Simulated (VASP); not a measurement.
# WS2 (Tungstenite) with PBE + D3(BJ): from relaxation to properties, part 2 of 3

What structure and properties does PBE + D3(BJ) give WS2 (Tungstenite), and how near are they to the measured ones? The start is a cell from a database of measured crystal structures.

VASP 6.6.1, plane waves and PAW; the level of theory is named at each step.

So far, gap on the k-mesh (eV): step 2 (relaxing cell and atoms (PBE + D3(BJ))) 1.01; step 4 (single point with fields (PBE + D3(BJ))) 1.01; step 6 (density of states (PBE + D3(BJ))) 0.973. The relaxed cell has a = 3.149, c = 12.115 Å (conventional setting).

### 8. Dielectric tensor and Born charges (PBE + D3(BJ))

The response to a static field gives the electronic dielectric tensor and the Born charges. It needs tightly converged orbitals, hence the small EDIFF.

Input file INCAR:

```
SYSTEM = WS2
PREC = Accurate
ENCUT = 400
EDIFF = 1E-08
NELM = 100
ISMEAR = 0
SIGMA = 0.01
LREAL = .FALSE.
ALGO = Normal
GGA = PE
IVDW = 12
NBANDS = 24
LASPH = .TRUE.
LORBIT = 11
LWAVE = .FALSE.
LCHARG = .FALSE.
KPAR = 4
LEPSILON = .TRUE.
```

Input file POSCAR:

```
WS2
1.0
    3.1486605179      0.0000000000      0.0000000000
   -1.5743302589      2.7268199963      0.0000000000
    0.0000000000      0.0000000000     12.1150909766
W S
2 4
Direct
    0.3333333333      0.6666666667      0.2500000000
    0.6666666667      0.3333333333      0.7500000000
    0.3333333333      0.6666666667      0.6200982082
    0.6666666667      0.3333333333      0.1200982082
    0.3333333333      0.6666666667      0.8799017918
    0.6666666667      0.3333333333      0.3799017918
```

Input file KPOINTS:

```
Automatic mesh
0
Gamma
18 18 4
0 0 0
```

The projector-augmented-wave data sets are W and S (PBE family, release 64).

Command:

```bash
$ mpirun -np 4 vasp_std
```

The job ended after 7.5 min (4 MPI ranks of Intel Xeon 6975P-C (Granite Rapids), shared host; peak memory 4.2 GiB).

Energies printed during the response cycles are not total energies of the cell.

Numbers from this step:

```yaml
irreducible_k_points: 111
fermi_energy: 6.757 eV
pressure: 0.01364 GPa
conduction_bottom_at_k: 0.1667, 0.1667, 0
least_direct_gap_at_k: 0.3333, 0.3333, 0
gap_on_the_k_mesh: 0.9057 eV
least_direct_gap_on_the_k_mesh: 1.839 eV
```

Electronic dielectric tensor with local fields:

```
14.04  0.00  0.00
 0.00 14.04  0.00
 0.00  0.00  6.68
```

Born effective charge (e), principal values of the symmetric part by kind of site:

| atom | atoms with these values | low | middle | high | mean |
| --- | --- | --- | --- | --- | --- |
| W1 | 2 | -0.5885 | -0.5885 | -0.4928 | -0.5566 |
| S3 | 4 | 0.2464 | 0.2942 | 0.2942 | 0.2783 |

In full for W1:

```
-0.5885  0.0000  0.0000
 0.0000 -0.5885  0.0000
 0.0000  0.0000 -0.4928
```

The Born charges sum to zero; the printed set may have that rule imposed, so this is no test. No Born charge exceeds 0.59 e in any direction, so infrared lines are weak.

### 9. Optical spectrum (PBE + D3(BJ))

LOPTICS sums transitions from filled to empty bands. NBANDS is raised for it.

Input file INCAR:

```
SYSTEM = WS2
PREC = Accurate
ENCUT = 400
EDIFF = 1E-06
NELM = 100
ISMEAR = 0
SIGMA = 0.05
LREAL = .FALSE.
ALGO = Normal
GGA = PE
IVDW = 12
NBANDS = 66
LASPH = .TRUE.
LORBIT = 11
LWAVE = .FALSE.
LCHARG = .FALSE.
KPAR = 4
LOPTICS = .TRUE.
NEDOS = 1500
CSHIFT = 0.1
```

POSCAR is that of step 8.

Input file KPOINTS:

```
Automatic mesh
0
Gamma
10 10 3
0 0 0
```

Command:

```bash
$ mpirun -np 4 vasp_std
```

Run time: 24 s. Hardware: 4 MPI ranks; peak memory 1.3 GiB; 73 s of CPU time.

These are independent-particle spectra without excitons or local fields, and fine structure depends on the mesh and on CSHIFT.

Numbers from this step:

```yaml
bands: 66
irreducible_k_points: 28
fermi_energy: 6.891 eV
pressure: 0.008500 GPa
conduction_bottom_at_k: 0.2, 0.2, 0
least_direct_gap_at_k: 0.3, 0.3, 0
gap_on_the_k_mesh: 0.9732 eV
least_direct_gap_on_the_k_mesh: 2.153 eV
```

The imaginary dielectric function has structure finer than the step of the table below, so its rows give means over 1 eV, whole bins alone (the curve runs from 0 to 25.0 eV). Peaks (eV: height): xx 2.8: 21.6; zz 6.2: 20.0, 9.0: 11.2.

Imaginary dielectric function against photon energy; means over each step:

| photon energy (eV) | xx | zz |
| --- | --- | --- |
| 1 | 0.307 | 0.0805 |
| 2 | 5.75 | 0.451 |
| 3 | 18.1 | 4.67 |
| 4 | 14.4 | 5.64 |
| 5 | 13.6 | 11.1 |
| 6 | 10.3 | 16.4 |
| 7 | 7.50 | 7.96 |
| 8 | 5.06 | 7.93 |
| 9 | 4.16 | 10.3 |
| 10 | 4.63 | 7.12 |
| 11 | 4.43 | 4.79 |
| 12 | 3.91 | 3.43 |
| 13 | 2.79 | 2.05 |
| 14 | 2.30 | 1.68 |
| 15 | 1.84 | 1.94 |
| 16 | 1.34 | 1.25 |
| 17 | 0.962 | 0.754 |
| 18 | 0.725 | 0.565 |
| 19 | 0.535 | 0.372 |
| 20 | 0.370 | 0.374 |
| 21 | 0.260 | 0.241 |
| 22 | 0.233 | 0.195 |
| 23 | 0.195 | 0.178 |
| 24 | 0.191 | 0.157 |

The real dielectric function by photon energy:

| photon energy (eV) | xx | zz |
| --- | --- | --- |
| 0 | 14.6 | 9.66 |
| 1 | 15.8 | 10.0 |
| 2 | 23.9 | 11.6 |
| 3 | 10.1 | 11.2 |
| 4 | 7.04 | 12.4 |
| 5 | 1.13 | 11.2 |
| 6 | -0.469 | 6.69 |
| 7 | -3.45 | -1.25 |
| 8 | -1.95 | 2.79 |
| 9 | -0.912 | -0.924 |
| 10 | -1.48 | -3.11 |
| 11 | -0.109 | -3.84 |
| 12 | -2.31 | -3.34 |
| 13 | -1.71 | -2.54 |
| 14 | -1.59 | -1.63 |
| 15 | -1.93 | -1.69 |
| 16 | -1.34 | -1.64 |
| 17 | -1.26 | -1.45 |
| 18 | -0.971 | -1.10 |
| 19 | -0.793 | -0.739 |
| 20 | -0.576 | -0.502 |
| 21 | -0.367 | -0.380 |
| 22 | -0.217 | -0.228 |
| 23 | -0.0850 | -0.0912 |
| 24 | 0.0297 | 0.0107 |

Its static limit, 13.0, stands beside 11.6 from the response with local fields; local fields, the finite band count and the meshes make the difference. This mesh misses the point of the least direct gap (1.84 eV in the band run), so the true onset lies lower. The mean of ε2 over directions passes 5 % of its top at 1.81 eV, against a least direct gap of 2.15 eV on this mesh; what lies under the gap is the tail of the broadening by CSHIFT. The indirect gap (0.90 eV in the band run) doesn't show, since phonons are left out.

### 10. Core-level energies (PBE + D3(BJ))

Core levels shift with the potential at each site, so they tell like atoms on unlike sites apart.

Edit INCAR of step 9 so:

```diff
@@ -11,3 +11,3 @@
 IVDW = 12
-NBANDS = 66
+NBANDS = 24
 LASPH = .TRUE.
@@ -17,4 +17,2 @@
 KPAR = 4
-LOPTICS = .TRUE.
-NEDOS = 1500
-CSHIFT = 0.1
+ICORELEVEL = 1
```

POSCAR is that of step 9.

Input file KPOINTS:

```
Automatic mesh
0
Gamma
7 7 2
0 0 0
```

Command:

```bash
$ mpirun -np 4 vasp_std
```

Run time: 8 s. Hardware: 4 MPI ranks; peak memory 0.83 GiB; 24 s of CPU time.

These are scalar-relativistic Kohn-Sham levels of the ground state, with no core hole, so they are not binding energies.

This step gave:

| Quantity | Value |
| --- | --- |
| bands | 24 |
| irreducible k-points | 16 |
| Fermi energy | 6.917 eV |
| pressure | 0.01105 GPa |
| conduction bottom at k | 0.1429, 0.1429, 0 |
| least direct gap at k | 0, 0, 0 |
| gap on the k-mesh | 1.012 eV |
| least direct gap on the k-mesh | 2.287 eV |

Kohn-Sham core levels. Core levels, by row:

| atom | shell | level below the valence-band top (eV) |
| --- | --- | --- |
| W1 | 1s | 69464 |
| W1 | 2s | 11984 |
| W1 | 2p | 10478 |
| W1 | 3s | 2757 |
| W1 | 3p | 2311 |
| W1 | 3d | 1799 |
| W1 | 4s | 565.7 |
| W1 | 4p | 419.5 |
| W1 | 4d | 234.3 |
| W1 | 4f | 29.22 |
| W1 | 5s | 74.79 |
| W1 | 5p | 38.95 |
| W2 | 1s | 69464 |
| W2 | 2s | 11984 |
| W2 | 2p | 10478 |
| W2 | 3s | 2757 |
| W2 | 3p | 2311 |
| W2 | 3d | 1799 |
| W2 | 4s | 565.7 |
| W2 | 4p | 419.5 |
| W2 | 4d | 234.3 |
| W2 | 4f | 29.22 |
| W2 | 5s | 74.79 |
| W2 | 5p | 38.95 |
| S3 | 1s | 2400 |
| S3 | 2s | 206.1 |
| S3 | 2p | 150.9 |
| S4 | 1s | 2400 |
| S4 | 2s | 206.1 |
| S4 | 2p | 150.9 |
| S5 | 1s | 2400 |
| S5 | 2s | 206.1 |
| S5 | 2p | 150.9 |
| S6 | 1s | 2400 |
| S6 | 2s | 206.1 |
| S6 | 2p | 150.9 |

Atoms of one element give levels within 0.1 eV of each other.

### 11. Bands along the symmetry lines (PBE + D3(BJ) + SOC)

This step: PBE with D3(BJ), spin-orbit coupling; plane waves and PAW (W, S) (VASP 6.6.1).

Levels along the symmetry lines show where the bands peak and cross; KPOINTS_OPT computes them in the converged potential. Spin-orbit coupling needs spinors and the noncollinear program, where each band holds one electron.

Edit INCAR of step 10 so:

```diff
@@ -11,4 +11,9 @@
 IVDW = 12
-NBANDS = 24
+LNONCOLLINEAR = .TRUE.
+MAGMOM = 0 0 0 0 0 0 0 0 0 0 0 0 0 0 0 0 0 0
+NBANDS = 48
+GGA_COMPAT = .FALSE.
 LASPH = .TRUE.
+LSORBIT = .TRUE.
+LMAXMIX = 4
 LORBIT = 11
@@ -17,2 +22 @@
 KPAR = 4
-ICORELEVEL = 1
```

POSCAR is that of step 10.

Input file KPOINTS:

```
Automatic mesh
0
Gamma
6 6 2
0 0 0
```

Input file KPOINTS_OPT:

```
Line mode
16
Line-mode
Reciprocal
  0.00000000   0.00000000   0.00000000 GAMMA
  0.50000000   0.00000000   0.00000000 M

  0.50000000   0.00000000   0.00000000 M
  0.33333333   0.33333333   0.00000000 K

  0.33333333   0.33333333   0.00000000 K
  0.00000000   0.00000000   0.00000000 GAMMA

  0.00000000   0.00000000   0.00000000 GAMMA
  0.00000000   0.00000000   0.50000000 A

  0.00000000   0.00000000   0.50000000 A
  0.50000000   0.00000000   0.50000000 L

  0.50000000   0.00000000   0.50000000 L
  0.33333333   0.33333333   0.50000000 H

  0.33333333   0.33333333   0.50000000 H
  0.00000000   0.00000000   0.50000000 A

  0.50000000   0.00000000   0.50000000 L
  0.50000000   0.00000000   0.00000000 M

  0.33333333   0.33333333   0.00000000 K
  0.33333333   0.33333333   0.50000000 H
```

Command:

```bash
$ mpirun -np 4 vasp_ncl
```

The job ended after 2.8 min (4 MPI ranks; peak memory 1.8 GiB; 8.8 min of CPU time).

This step gave:

```
SCF cycles                        : 15
bands                             : 48
irreducible k-points              : 14
free energy (TOTEN)               : -50.2189 eV
Fermi energy                      : 6.901 eV
pressure                          : -0.03114 GPa
least gap on mesh and path        : 0.8548 eV
least direct gap on mesh and path : 1.645 eV
conduction bottom at k            : 0.1778, 0.1778, 0
least direct gap at k             : 0.3333, 0.3333, 0
```

On-site spin-orbit energy by atom:

| atom | on-site spin-orbit energy (eV) |
| --- | --- |
| W1 | -0.319 |
| W2 | -0.319 |
| S3 | -0.003 |
| S4 | -0.003 |
| S5 | -0.003 |
| S6 | -0.003 |

Electronic bands along the path, in eV, zero at the valence-band top; v1 is the highest filled band, c1 the lowest empty one:

| point | v4 | v3 | v2 | v1 | c1 | c2 | c3 | c4 |
| --- | --- | --- | --- | --- | --- | --- | --- | --- |
| Γ | -1.28 | -1.28 | 0.00 | 0.00 | 2.14 | 2.15 | 2.19 | 2.20 |
| 0.53 of the way | -1.80 | -1.80 | -1.59 | -1.59 | 1.28 | 1.28 | 1.78 | 1.78 |
| M | -1.63 | -1.63 | -1.54 | -1.54 | 2.16 | 2.16 | 2.20 | 2.20 |
| 0.47 of the way | -1.38 | -1.38 | -0.94 | -0.94 | 1.85 | 1.85 | 2.10 | 2.10 |
| K | -0.92 | -0.92 | -0.44 | -0.44 | 1.21 | 1.21 | 1.26 | 1.26 |
| 0.53 of the way | -1.63 | -1.63 | -1.44 | -1.44 | 0.90 | 0.90 | 1.79 | 1.79 |
| Γ | -1.28 | -1.28 | 0.00 | 0.00 | 2.14 | 2.14 | 2.19 | 2.19 |
| 0.47 of the way | -0.76 | -0.76 | -0.06 | -0.06 | 2.16 | 2.16 | 2.19 | 2.19 |
| A | -0.30 | -0.30 | -0.30 | -0.30 | 2.19 | 2.19 | 2.19 | 2.19 |
| 0.47 of the way | -1.44 | -1.44 | -1.44 | -1.44 | 1.64 | 1.64 | 1.64 | 1.64 |
| L | -1.60 | -1.60 | -1.60 | -1.60 | 2.19 | 2.19 | 2.19 | 2.19 |
| 0.53 of the way | -1.25 | -1.25 | -0.93 | -0.93 | 1.79 | 1.79 | 1.97 | 1.97 |
| H | -0.90 | -0.90 | -0.49 | -0.49 | 1.23 | 1.23 | 1.26 | 1.26 |
| 0.47 of the way | -1.69 | -1.69 | -1.45 | -1.45 | 1.16 | 1.16 | 1.45 | 1.45 |
| A | -0.30 | -0.30 | -0.30 | -0.30 | 2.19 | 2.19 | 2.19 | 2.19 |
| jump to L | -1.60 | -1.60 | -1.60 | -1.60 | 2.19 | 2.19 | 2.19 | 2.19 |
| 0.53 of the way | -1.63 | -1.63 | -1.56 | -1.56 | 2.17 | 2.17 | 2.20 | 2.20 |
| M | -1.63 | -1.63 | -1.54 | -1.54 | 2.16 | 2.16 | 2.20 | 2.20 |
| jump to K | -0.92 | -0.92 | -0.44 | -0.44 | 1.21 | 1.21 | 1.26 | 1.26 |
| 0.47 of the way | -0.91 | -0.91 | -0.46 | -0.46 | 1.22 | 1.22 | 1.26 | 1.26 |
| H | -0.90 | -0.90 | -0.49 | -0.49 | 1.23 | 1.23 | 1.26 | 1.26 |

Of the projections kept (W, S), the largest for each band there; the rest of the weight can lie on other orbitals:

| point | v4 | v3 | v2 | v1 | c1 | c2 | c3 | c4 |
| --- | --- | --- | --- | --- | --- | --- | --- | --- |
| Γ | W 0.84 | W 0.84 | W 0.71 | W 0.71 | S 0.59 | S 0.58 | W 0.54 | W 0.53 |
| M | S 0.60 | S 0.60 | W 0.72 | W 0.72 | W 0.96 | W 0.96 | W 0.95 | W 0.95 |
| K | W 0.84 | W 0.84 | W 0.81 | W 0.81 | W 0.94 | W 0.94 | W 0.95 | W 0.95 |
| Γ | W 0.84 | W 0.84 | W 0.71 | W 0.71 | S 0.59 | S 0.59 | W 0.54 | W 0.54 |
| A | W 0.66 | W 0.66 | W 0.66 | W 0.66 | W 0.53 | W 0.53 | W 0.53 | W 0.53 |
| L | W 0.62 | W 0.62 | W 0.62 | W 0.62 | W 0.96 | W 0.96 | W 0.96 | W 0.96 |

The gap moves by -0.04 eV against PBE with D3(BJ), which ran on another mesh.

On this path the gap is indirect, 0.85 eV, with the valence top at Γ and the conduction bottom between K and Γ. The least direct gap is 1.65 eV.

### 12. Starting orbitals for the hybrid

This step: PBE; plane waves and PAW (W, S) (VASP 6.6.1).

A hybrid converges badly from random orbitals, so a cheap semilocal run writes a WAVECAR on the same mesh first.

Input file INCAR:

```
SYSTEM = WS2
PREC = Accurate
ENCUT = 400
EDIFF = 1E-05
NELM = 100
ISMEAR = 0
SIGMA = 0.05
LREAL = .FALSE.
ALGO = Normal
GGA = PE
NBANDS = 24
LASPH = .TRUE.
LORBIT = 11
LWAVE = .TRUE.
LCHARG = .FALSE.
KPAR = 4
```

POSCAR is that of step 11.

Input file KPOINTS:

```
Automatic mesh
0
Gamma
5 5 2
0 0 0
```

Command:

```bash
$ mpirun -np 4 vasp_std
```

Elapsed: 6.4 s, on 4 MPI ranks; peak memory 0.77 GiB; 18 s of CPU time.

At this level the cell is under a pressure of 4.2 GPa, so at these settings it is away from equilibrium.

A gap read on the k-mesh alone can miss the band edges.

Numbers from this step:

```yaml
scf_cycles: 13
bands: 24
irreducible_k_points: 10
free_energy_toten: -47.28 eV
fermi_energy: 6.920 eV
pressure: 4.244 GPa
conduction_bottom_at_k: 0.2, 0.2, 0
least_direct_gap_at_k: 0, 0, 0
gap_on_the_k_mesh: 0.9726 eV
least_direct_gap_on_the_k_mesh: 2.288 eV
```

### 13. Band structure (HSE06)

This step: HSE06; plane waves and PAW (W, S) (VASP 6.6.1).

HSE06 mixes in a quarter of exact exchange at short range, at far higher cost; in semiconductors this cures much of the gap error, while metals seldom gain.

Input file INCAR:

```
SYSTEM = WS2
PREC = Accurate
ENCUT = 400
EDIFF = 1E-06
NELM = 100
ISMEAR = 0
SIGMA = 0.05
LREAL = .FALSE.
ALGO = Normal
LHFCALC = .TRUE.
AEXX = 0.25
GGA = PE
HFSCREEN = 0.2
LASPH = .TRUE.
NBANDS = 24
PRECFOCK = Fast
LORBIT = 11
LWAVE = .FALSE.
LCHARG = .FALSE.
KPAR = 4
```

POSCAR is that of step 12.

KPOINTS is that of step 12.

Edit KPOINTS_OPT of step 11 so:

```diff
@@ -1,3 +1,3 @@
 Line mode
-16
+6
 Line-mode
```

The WAVECAR or CHGCAR of an earlier step is read.

Command:

```bash
$ mpirun -np 4 vasp_std
```

Wall time 13 min (4 MPI ranks); peak memory 1.2 GiB; 42 min of CPU time.

The PAW data sets were made with PBE, which is usual practice but a small mismatch for other functionals.

This step gave:

| Item | Value |
| --- | --- |
| SCF cycles | 9 |
| free energy (TOTEN) | -56.5046 eV |
| Fermi energy | 6.540 eV |
| least gap on mesh and path | 1.507 eV |
| least direct gap on mesh and path | 2.325 eV |
| least direct gap at k | 0.3333, 0.3333, 0 |

Electronic bands along the path, in eV, zero at the valence-band top; v1 is the highest filled band, c1 the lowest empty one:

| point | v4 | v3 | v2 | v1 | c1 | c2 | c3 | c4 |
| --- | --- | --- | --- | --- | --- | --- | --- | --- |
| Γ | -2.42 | -1.64 | -1.43 | 0.00 | 2.98 | 2.99 | 3.01 | 3.02 |
| 0.60 of the way | -2.61 | -2.49 | -2.22 | -1.93 | 2.04 | 2.42 | 2.69 | 3.03 |
| M | -2.28 | -2.04 | -2.00 | -1.79 | 2.96 | 3.02 | 3.24 | 3.61 |
| 0.40 of the way | -3.34 | -3.03 | -1.50 | -1.19 | 2.65 | 2.81 | 3.42 | 3.61 |
| K | -3.38 | -3.38 | -0.82 | -0.55 | 1.77 | 1.77 | 2.59 | 4.07 |
| 0.60 of the way | -2.43 | -1.87 | -1.62 | -1.54 | 1.65 | 2.52 | 2.53 | 2.77 |
| Γ | -2.42 | -1.64 | -1.43 | 0.00 | 2.98 | 3.00 | 3.01 | 3.02 |
| 0.40 of the way | -2.43 | -2.22 | -0.95 | -0.05 | 2.98 | 2.99 | 3.01 | 3.02 |
| A | -2.46 | -2.46 | -0.35 | -0.35 | 2.99 | 2.99 | 3.01 | 3.04 |
| 0.40 of the way | -2.55 | -2.55 | -1.34 | -1.34 | 2.39 | 2.39 | 2.63 | 2.63 |
| L | -2.14 | -2.14 | -1.89 | -1.89 | 2.98 | 2.98 | 3.46 | 3.46 |
| 0.60 of the way | -3.42 | -3.42 | -1.09 | -1.09 | 2.38 | 2.38 | 3.47 | 3.47 |
| H | -3.64 | -3.64 | -0.70 | -0.70 | 1.77 | 1.77 | 3.25 | 3.25 |
| 0.40 of the way | -2.65 | -2.65 | -1.70 | -1.70 | 1.98 | 1.98 | 3.13 | 3.13 |
| A | -2.46 | -2.46 | -0.35 | -0.35 | 2.99 | 2.99 | 2.99 | 3.02 |
| jump to L | -2.14 | -2.14 | -1.89 | -1.89 | 2.98 | 2.98 | 3.46 | 3.46 |
| 0.40 of the way | -2.22 | -2.06 | -1.97 | -1.83 | 2.96 | 3.00 | 3.34 | 3.56 |
| M | -2.28 | -2.04 | -2.00 | -1.79 | 2.96 | 3.02 | 3.24 | 3.61 |
| jump to K | -3.38 | -3.38 | -0.82 | -0.55 | 1.77 | 1.77 | 2.59 | 4.07 |
| 0.40 of the way | -3.45 | -3.45 | -0.80 | -0.58 | 1.77 | 1.77 | 2.71 | 3.93 |
| H | -3.64 | -3.64 | -0.70 | -0.70 | 1.77 | 1.77 | 3.25 | 3.25 |

Of the projections kept (W, S), the largest for each band there; the rest of the weight can lie on other orbitals:

| point | v4 | v3 | v2 | v1 | c1 | c2 | c3 | c4 |
| --- | --- | --- | --- | --- | --- | --- | --- | --- |
| Γ | W 0.60 | S 0.89 | W 0.87 | W 0.73 | S 0.55 | S 0.52 | W 0.57 | W 0.56 |
| M | S 0.80 | W 0.73 | S 0.78 | W 0.78 | W 0.98 | W 0.97 | W 0.90 | W 0.91 |
| K | S 0.65 | S 0.65 | W 0.85 | W 0.81 | W 0.95 | W 0.95 | W 0.83 | W 0.81 |
| Γ | W 0.60 | S 0.89 | W 0.87 | W 0.73 | S 0.55 | S 0.52 | W 0.58 | W 0.56 |
| A | W 0.59 | W 0.59 | W 0.68 | W 0.68 | W 0.55 | W 0.55 | W 0.53 | W 0.53 |
| L | S 0.78 | S 0.78 | W 0.75 | W 0.75 | W 0.98 | W 0.98 | W 0.90 | W 0.90 |

Force by atom:

| atom | x (eV/Å) | y (eV/Å) | z (eV/Å) | size |
| --- | --- | --- | --- | --- |
| W1 | 0.000 | 0.000 | 0.000 | 0.000 |
| W2 | 0.000 | 0.000 | 0.000 | 0.000 |
| S3 | 0.000 | 0.000 | 0.637 | 0.637 |
| S4 | 0.000 | 0.000 | 0.637 | 0.637 |
| S5 | 0.000 | 0.000 | -0.637 | 0.637 |
| S6 | 0.000 | 0.000 | -0.637 | 0.637 |

The gap moves by +0.61 eV against PBE with D3(BJ), which ran on another mesh.

(Continued in part 3 of 3.)

[Lines on the potential files, build, host, timing and source positions are cut from VASP's logs without a mark.]

[Logs are printed without paths, hosts, clocks, repeated set-up lines and the standing remarks that a program may print on its own settings, such as how far it seeks lower states.]

[Hosts, paths, dates, database ids (printed as entryN), source tags and the programs' standing remarks are cut or masked in the printed files.]

[A measured line is paired with the nearest computed mode of its activity, which favours agreement.]
